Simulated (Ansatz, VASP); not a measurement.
## Cross-check of SiGe between VASP and Ansatz

Aim: how closely do two programs agree when they are given the same cell, functional and k mesh? The cell is generated by rule, not measured, and may not be a known phase. The cell is taken from a series of runs on this material, whose earlier steps may have relaxed, scaled, displaced or heated it; both programs get it as it stands.

Program: Ansatz 0.2.0. Level of theory: plane waves, with VASP 6.6.1 beside it; zone-centre phonons at PBEsol. Results are calculated unless marked as measured.

The structure was built from a prototype and need not be the compound's stable phase.

### 1. The starting structure

The structure is hexagonal, space group P6_3/mmc (No. 194). The conventional cell has a = 3.713 Å, b = 3.713 Å, c = 5.892 Å, α = 90.00°, β = 90.00°, γ = 120.00°. Nearest to Si lie 6 Ge at 2.60 Å. Ge has 6 Si at 2.60 Å nearest. Farther neighbours are not listed.

### 2. Ansatz: zone-centre phonons, PBEsol

Ansatz runs on its default PAW (the set named soft_2) files.

Second derivatives magnify differences that forces hide, and they need a tight electronic threshold.

The input, input.yaml:

```yaml
crystal:
  lattice:
    - [3.7125657936, -3.2552e-06, 0.0]
    - [-1.8562800777, 3.2151779181, 0.0]
    - [0.0, 0.0, 5.8915085839]
  atoms:
    - { symbol: Si, position: [0.0, 0.0, 0.0] }
    - { symbol: Si, position: [0.0, 0.0, 0.5] }
    - { symbol: Ge, position: [0.3333333333, 0.6666666667, 0.25] }
    - { symbol: Ge, position: [0.6666666667, 0.3333333333, 0.75] }
kpoints:
  mp_grid: { grid: [12, 12, 6] }
hamiltonian:
  xc: pbesol
scf:
  occupations: { method: methfessel_paxton, width: 0.15 }
output:
  eigenvalues: true
phonons:
  method: dfpt
```

Command:

```
ansatz run input.yaml --threads 4 --pin off --max-ram 7168MiB --backend cpu --events-out ev --progress --plain --runs-dir out
```

Numbers of over 12 decimals in the logs are rounded to 6 here.

Log:

```text
Engine: ansatz 0.2.0, aarch64-unknown-linux-gnu
Pseudopotentials: kind: paw
Pseudopotential: Si, paw, valence charge 4, recommended cutoff 420 eV (normal), Si.paw.azcp
Pseudopotential: Ge, paw, valence charge 14, recommended cutoff 420 eV (normal), Ge.paw.azcp
Functional definition: PBEsol
  exchange = pbesol_x
  correlation = pbesol_c
Crystal: 4 atoms, lattice volume = 70.324 Å³
Basis set: ecut = 420 eV, 1387 PW (Γ), exchange–correlation on 50×50×80 points (8 copies of the dense FFT grid, shifted against one another)
Bands: 22, of which v1, the nominal top of the filled ones, is band 18 counted from 1 (17 counted from 0)
Symmetry: 24 space group operations
k-points: 242 of 864 (irreducible under 2 space group operations, time reversal used)
Non-local potential: Si, projectors of the file, l = 0: 2, l = 1: 2, l = 2: 2
Non-local potential: Ge, projectors of the file, l = 0: 2, l = 1: 2, l = 2: 3, l = 3: 1
PAW form: soft (Blöchl's): semilocal exchange-correlation on the pseudo side does not see the compensation charge
PAW frozen core: Si, regenerated for the run's functional, and the local potential with it (the file was generated under x = pbe(κ = 0.804, μ = 0.219515), c = pbe(β = 0.066725))
PAW frozen core: Ge, regenerated for the run's functional, and the local potential with it (the file was generated under x = pbe(κ = 0.804, μ = 0.219515), c = pbe(β = 0.066725))
PAW one-centre angular grid: Si, 110 points (default); XC on 64 Gauss nodes
PAW one-centre angular grid: Ge, 590 points (default); XC on 64 Gauss nodes
Initial density: superposition of atomic densities (neutral atoms: chi_scale 0, normalization atom), corrected by the library's trained network
Initial wavefunctions: pseudopotential atomic-orbital guess
Functional: x = pbesol(κ = 0.804, μ = 0.123457), c = pbesol(β = 0.046)
SCF iter   1: F=—  HF=-9748.883258 eV  |F-HF|=—  |Δ(HF+E_count)|=         —  Δρ=2.00e-3  dr2=2.01e-3  ethr=1.77e-3  ⟨swp⟩=5.4  Hψ=24251  notcnv=0
preconditioner: auto → Kerker (q_TF=auto, 2.440 Å⁻¹)  [metal: Δε(μ)=0.017 eV  Ē_g=18.358 eV  σ=0.150 eV  W_gap=0.09  n_scr=22 (ndim 8)  ℏωp=26.6 eV  f_vac=0.000  D(μ)=1.73/eV (n_scr^D=8)]
SCF iter   2: F=—  HF=-9748.882258 eV  |F-HF|=—  |Δ(HF+E_count)|=   1.00e-3  S|Δr|=    0.00e0  Δρ=1.29e-3  dr2=8.22e-4  ethr=5.58e-6  ⟨swp⟩=2.5  Hψ=11580  notcnv=0
SCF iter   3: F=—  HF=-9748.882465 eV  |F-HF|=—  |Δ(HF+E_count)|=   2.07e-4  S|Δr|=    0.00e0  Δρ=5.30e-4  dr2=9.80e-5  ethr=2.28e-6  ⟨swp⟩=2.0  Hψ=9677  notcnv=0
SCF iter   4: F=—  HF=-9748.882304 eV  |F-HF|=—  |Δ(HF+E_count)|=   1.62e-4  S|Δr|=    0.00e0  Δρ=1.91e-4  dr2=2.61e-5  ethr=2.72e-7  ⟨swp⟩=2.0  Hψ=9564  notcnv=0
SCF iter   5: F=—  HF=-9748.882301 eV  |F-HF|=—  |Δ(HF+E_count)|=   2.46e-6  S|Δr|=    0.00e0  Δρ=5.21e-5  dr2=3.15e-6  ethr=7.26e-8  ⟨swp⟩=2.0  Hψ=7734  notcnv=0
SCF iter   6: F=—  HF=-9748.882301 eV  |F-HF|=—  |Δ(HF+E_count)|=   5.15e-7  S|Δr|=    0.00e0  Δρ=1.30e-5  dr2=1.26e-7  ethr=8.76e-9  ⟨swp⟩=2.0  Hψ=7071  notcnv=0
SCF iter   7: F=—  HF=-9748.882301 eV  |F-HF|=—  |Δ(HF+E_count)|=   3.31e-8  S|Δr|=    0.00e0  Δρ=7.48e-6  dr2=1.94e-8  ethr=3.49e-10  ⟨swp⟩=2.1  Hψ=7185  notcnv=0
SCF iter   8: F=—  HF=-9748.882301 eV  |F-HF|=—  |Δ(HF+E_count)|=   1.97e-8  S|Δr|=    0.00e0  Δρ=1.58e-6  dr2=8.48e-10  ethr=5.38e-11  ⟨swp⟩=2.1  Hψ=9161  notcnv=0
SCF iter   9: F=—  HF=-9748.882301 eV  |F-HF|=—  |Δ(HF+E_count)|=  8.95e-10  S|Δr|=    0.00e0  Δρ=1.84e-7  dr2=1.15e-11  ethr=2.35e-12  ⟨swp⟩=2.0  Hψ=9594  notcnv=0
SCF iter  10: F=-9748.882301 eV  HF=-9748.882301 eV  |F-HF|=7.28e-12  |Δ(HF+E_count)|=  7.28e-12  S|Δr|=    0.00e0  Δρ=1.09e-8  dr2=7.73e-14  ethr=1.00e-12  ⟨swp⟩=5.1  Hψ=23444  notcnv=0
SCF 1 converged in 10 iterations: F = -9748.882301 eV  dr2 = 7.73e-14
  greatest PAW one-centre occupation: 0.998 electrons in one spin orbital (limit 2), on the Ge atom at site 3 (counted from 0), in its partial waves of l = 2
DFPT response loops at Γ: preconditioner auto → Kerker (q_TF=auto, 2.440 Å⁻¹) (partly filled bands, converged f_vac=0.000); β = 1.00, the filter's whole step (`scf.mixing.beta` (0.50) is not read by the response loops under this deck's `scf.mixing.preconditioner`; to damp them name `kerker` or `kerker_dos`, under which they read `scf.mixing.beta`, and type it under 1.00, their step now; both keys bind the ground state too); Broyden in place of MSR1
SCF converged after 10 iterations
Stability not checked: this state was not tested for a lower state beside it, because cold or Methfessel-Paxton smearing, or corrected tetrahedra, fill the levels in a way that the test cannot read (fill_not_monotonic; see scf.lower_state_search)
Free energy (F): -9748.882301 eV
Harris-Foulkes:  -9748.882301 eV  (|F-HF|=7.28e-12)
Internal energy: -9748.881617 eV  (E = F + TS)
E sigma→0 (E₀):  -9748.882130 eV
Entropy (-TS):   -0.000684 eV (-0.171 meV/atom)
Fermi energy:    9.897703 eV
--- Per-component energies (eV) ---
  E_band       = -221.638259
  E_kinetic    = 303.687306
  E_local      = -4842.807397  (includes V_loc(G=0)·N_el)
  E_nonlocal   = 889.105652
  E_hartree    = 2139.442701
  E_xc         = -261.007865
  E_vxc        = -225.200187  (∫ρ·V_xc dr)
  E_paw        = -4952.237713  (= ΣΔE_a)
  E_vpaw       = -625.309653  (= ΣTr[D̂ρ^β])
  E_aug_tail   = 0.000629  (compensation charges beyond the density's cutoff)
  E_ewald      = -3026.963923
  E_core_change = 1.898994  (= ΣΔE_core)
  E_smearing   = -0.000684  (= −TS)
  E_closure    = 0.000000  (closes the sum)
  Σ components = -9748.882301   (vs F -9748.882301, Δ=0.00e0)
--- Band table (eV; the first three rows and the last of 242) ---
  k-point 0: bands = [... 14 lower, 9.1648, 10.2392, 10.5061, 10.5061, 11.1702, 12.2431, 12.6097, 12.6097]
  k-point 1: bands = [... 14 lower, 9.2457, 9.5028, 10.4347, 10.4347, 10.8703, 12.1132, 12.5428, 12.5428]
  k-point 2: bands = [... 14 lower, 9.4778, 9.4778, 10.1890, 10.1890, 11.0140, 11.7751, 12.6029, 12.6029]
  k-point 241: bands = [... 14 lower, 5.1929, 5.1929, 8.6413, 8.6413, 11.3645, 11.3645, 12.8060, 12.8060]
--- Phonons (Γ-DFPT): 4 representative perturbations + reference, on 242 of 864 k-points (Σ response iterations 12) ---
  k mesh reduced under 2 symmetry operations, with k and −k counted as one. Each operation leaves every solved perturbation unchanged. A smaller set is not used because it would not reduce the number of displacements times k-points to solve
  ASR residual: 2.644e-5 → 0.000e0 eV/Å²; symmetrization residual: 1.079e-4 eV/Å²
  ASR residual per site (eV/Å²): 2.64e-5 2.64e-5 9.15e-6 9.15e-6
  Γ frequencies (cm⁻¹): 0.00 0.00 0.00 88.30 150.58 150.58 153.58 153.58 164.98 249.18 249.18 269.22
  non-analytic LO–TO correction: not included (Born effective charges unavailable; polar crystals: no LO–TO splitting at Γ)
```

The column dr2 measures how far the density is from self-consistency, as an energy; F and HF (Harris–Foulkes) agree once it is small.

(Part 1 of 2 ends here.)

[Lines on the potential files, build, host, timing and source positions are cut from VASP's logs without a mark.]

[Logs are printed without paths, hosts, clocks, repeated set-up lines and the standing remarks that a program may print on its own settings, such as how far it seeks lower states.]

[Hosts, paths, dates, database ids (printed as entryN), source tags and the programs' standing remarks are cut or masked in the printed files.]
